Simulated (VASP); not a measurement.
Output of a VASP run:

**OSZICAR**
```
       N       E                     dE             d eps       ncg     rms          rms(c)
DAV:   1     0.880695547090E+02    0.88070E+02   -0.84164E+03 10488   0.124E+03
DAV:   2    -0.130162741743E+02   -0.10109E+03   -0.90232E+02 10409   0.246E+02
DAV:   3    -0.161643703596E+02   -0.31481E+01   -0.30521E+01 12685   0.522E+01
DAV:   4    -0.161972509996E+02   -0.32881E-01   -0.32863E-01 11681   0.462E+00
DAV:   5    -0.161981314023E+02   -0.88040E-03   -0.88038E-03 13242   0.859E-01    0.164E+01
DAV:   6    -0.175636128462E+02   -0.13655E+01   -0.14856E+01 10961   0.845E+01    0.248E+01
DAV:   7    -0.149059569952E+02    0.26577E+01   -0.96880E+00 12910   0.803E+01    0.882E+00
DAV:   8    -0.149013073259E+02    0.46497E-02   -0.47388E-01 11928   0.104E+01    0.425E+00
DAV:   9    -0.148130699062E+02    0.88237E-01   -0.12968E-01 14513   0.761E+00    0.182E+00
DAV:  10    -0.148019187796E+02    0.11151E-01   -0.43463E-02 15091   0.411E+00    0.739E-01
DAV:  11    -0.148009340412E+02    0.98474E-03   -0.36610E-03 14839   0.118E+00    0.291E-01
DAV:  12    -0.148006373830E+02    0.29666E-03   -0.41644E-04 14455   0.332E-01    0.764E-02
DAV:  13    -0.148006450993E+02   -0.77162E-05   -0.69885E-05 13616   0.179E-01    0.503E-02
DAV:  14    -0.148006392524E+02    0.58468E-05   -0.82400E-06 14968   0.683E-02    0.165E-02
DAV:  15    -0.148006401454E+02   -0.89296E-06   -0.30132E-06 14103   0.391E-02    0.473E-03
DAV:  16    -0.148006403002E+02   -0.15483E-06   -0.53657E-07 11138   0.128E-02    0.185E-03
DAV:  17    -0.148006403028E+02   -0.25470E-08   -0.45035E-08  6109   0.251E-03
   1 F= -.14800640E+02 E0= -.14800079E+02  d E =-.168310E-02  mag=     3.3007
```

### OUTCAR
```
------------------------ aborting loop because EDIFF is reached ----------------------------------------
  FORCE on cell =-STRESS in cart. coord.  units (eV):
  Direction    XX          YY          ZZ          XY          YZ          ZX
  --------------------------------------------------------------------------------------
  Total        0.0673314      0.0673314      0.0215222      0.0000000     -0.0000000      0.0000000
  in kB        3.8584400      3.8584400      1.2333347      0.0000000     -0.0000000      0.0000000
  external PRESSURE =       2.9834049 kB  Pullay stress =       0.0000000 kB
  volume of cell :       27.96
      direct lattice vectors                 reciprocal lattice vectors
     2.727941315  0.000000000  0.000000000     0.366576801  0.000000000  0.000000000
     0.000000000  2.727941315  0.000000000     0.000000000  0.366576801  0.000000000
     0.000000000  0.000000000  3.757043017     0.000000000  0.000000000  0.266166769
 POSITION                                       TOTAL-FORCE (eV/Angst)
 -----------------------------------------------------------------------------------
      0.00000      0.00000      0.00000         0.000000      0.000000      0.000000
      1.36397      1.36397      1.87852         0.000000      0.000000      0.000000
 -----------------------------------------------------------------------------------
    total drift:                               -0.000000      0.000000      0.000000
  FREE ENERGIE OF THE ION-ELECTRON SYSTEM (eV)
  ---------------------------------------------------
  free  energy   TOTEN  =       -14.8006403028 eV

  energy  without entropy=      -14.7989572072  energy(sigma->0) =      -14.80007927

 total charge

# of ion       s       p       d       tot
------------------------------------------
    1        0.405   0.441   6.112   6.958
    2        0.708   0.651   8.047   9.406
--------------------------------------------------
tot          1.113   1.093  14.159  16.364

 magnetization (x)

# of ion       s       p       d       tot
------------------------------------------
    1        0.005  -0.007   2.947   2.945
    2       -0.026  -0.066   0.427   0.335
--------------------------------------------------
tot         -0.021  -0.073   3.373   3.280
```
(Selected blocks of OUTCAR.)

**POSCAR**
```
FePt
1
    2.7279413155     0.0000000000     0.0000000000
    0.0000000000     2.7279413155     0.0000000000
    0.0000000000     0.0000000000     3.7570430167
Fe Pt
1 1
Direct
  0.0000000000   0.0000000000   0.0000000000
  0.5000000000   0.5000000000   0.5000000000
```

Reconstruct the remaining input files.

Several could match; the one computed here: the input of the run itself, PBE GGA, plane waves, VASP's PBE PAW potentials (set 64).

KPOINTS:
```
Automatic mesh
0
G
 12 12 10
```

### INCAR
```
ALGO = Normal
EDIFF = 1E-7
ENCUT = 480
GGA = PE
ISIF = 2
ISMEAR = 1
ISPIN = 2
LASPH = .True.
LCHARG = .False.
LMAXMIX = 6
LORBIT = 10
LREAL = .False.
LWAVE = .False.
MAGMOM = 2.9 0.3
NELM = 100
PREC = Accurate
SIGMA = 0.1
SYSTEM = FePt
```

POTCAR, in this order: Fe Pt (PBE.64 set). Program: vasp_std.

The compound is FePt in the L1_0 structure. It was relaxed first.
